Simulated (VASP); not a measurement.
Data:

```
CELL_PARAMETERS angstrom
      3.24342     0.00000     0.00000
      0.00000     3.24342     0.00000
      0.00000     0.00000     3.24342
ATOMIC_POSITIONS crystal
  Hf 0.00000 0.00000 0.00000
  Ir 0.50000 0.50000 0.50000
```

Computed with PBEsol GGA, VASP's PBE PAW potentials (set 64) (plane waves; VASP). Run with 400 eV cut-off, 13×13×13 Γ-centred mesh, tetrahedra with Blöchl corrections, potentials Hf_pv Ir.

Unless said otherwise, spin-orbit coupling is left out, though it shifts the bands of the heavy elements here.

Q: Tabulate the total density of states (states/eV per cell) against energy (eV; zero at the valence-band maximum or, without a gap, the Fermi level).

A: 
(E (eV), DOS (states/eV)): (-9.95, 0.00); (-9.73, 0.00); (-9.63, 0.00); (-9.41, 0.01); (-9.30, 0.04); (-9.09, 0.07); (-8.98, 0.09); (-8.76, 0.11); (-8.55, 0.13); (-8.44, 0.14); (-8.22, 0.16); (-8.12, 0.17); (-7.90, 0.19); (-7.79, 0.21); (-7.58, 0.24); (-7.36, 0.27); (-7.25, 0.29); (-7.04, 0.32); (-6.93, 0.35); (-6.71, 0.42); (-6.60, 0.46); (-6.39, 0.71); (-6.17, 1.25); (-6.06, 1.27); (-5.85, 1.61); (-5.74, 1.71); (-5.52, 1.56); (-5.42, 1.68); (-5.20, 2.20); (-4.98, 3.16); (-4.88, 2.94); (-4.66, 1.89); (-4.55, 1.40); (-4.34, 1.33); (-4.23, 1.34); (-4.01, 5.12); (-3.80, 4.26); (-3.69, 2.93); (-3.47, 2.92); (-3.36, 2.98); (-3.15, 3.30); (-3.04, 4.27); (-2.82, 3.99); (-2.72, 3.12); (-2.50, 2.31); (-2.28, 2.81); (-2.18, 2.19); (-1.96, 0.93); (-1.85, 0.72); (-1.64, 0.53); (-1.53, 0.47); (-1.31, 0.37); (-1.10, 0.34); (-0.99, 0.34); (-0.77, 0.26); (-0.66, 0.22); (-0.45, 0.78); (-0.34, 1.79); (-0.12, 2.07); (0.09, 1.95); (0.20, 2.05); (0.41, 1.79); (0.52, 1.70); (0.74, 1.81); (0.85, 2.01); (1.06, 2.88); (1.28, 2.93); (1.39, 2.03); (1.60, 2.67); (1.71, 3.45); (1.93, 1.32); (2.04, 1.25); (2.25, 1.43); (2.47, 1.29); (2.58, 1.10); (2.79, 0.89); (2.90, 0.82); (3.12, 0.74); (3.22, 0.70); (3.44, 0.64)
Within 2 eV below the Fermi level the largest weight inside VASP's projection spheres is Ir d, then Hf d.

The structure comes from a computed database's HfIr entry (Pm-3m); how it stands against other phases isn't given here. It was relaxed first. The electron count is odd and the run is not spin-polarised, which forces a metal.
